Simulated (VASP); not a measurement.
Given:

```
CELL_PARAMETERS angstrom
      0.00000     2.73815     2.73815
      2.73815     0.00000     2.73815
      2.73815     2.73815     0.00000
ATOMIC_POSITIONS crystal
  Ca 0.00000 0.00000 0.00000
```

Computed with vdW-DF-cx, VASP's PBE PAW potentials (set 64) (plane waves; VASP 6.6.1). Numerical set-up: 520 eV cut-off, 10×10×10 Γ-centred mesh, first-order Methfessel-Paxton smearing of 0.10 eV, potentials Ca_sv.

**Question.** Predict the energy per atom (σ→0), band gap (on the k-mesh) with the smallest direct gap where there is one.

**Answer.** 
| Quantity | Value |
|---|---|
| band gap (on the k-mesh) | none (metal, semimetal or under 0.01 eV) |
| energy per atom (σ→0) | 0.404 eV/atom |

The compound is Ca in the fcc structure. It was relaxed first, which changed the volume by -5 %. The start is the result of an earlier pass.
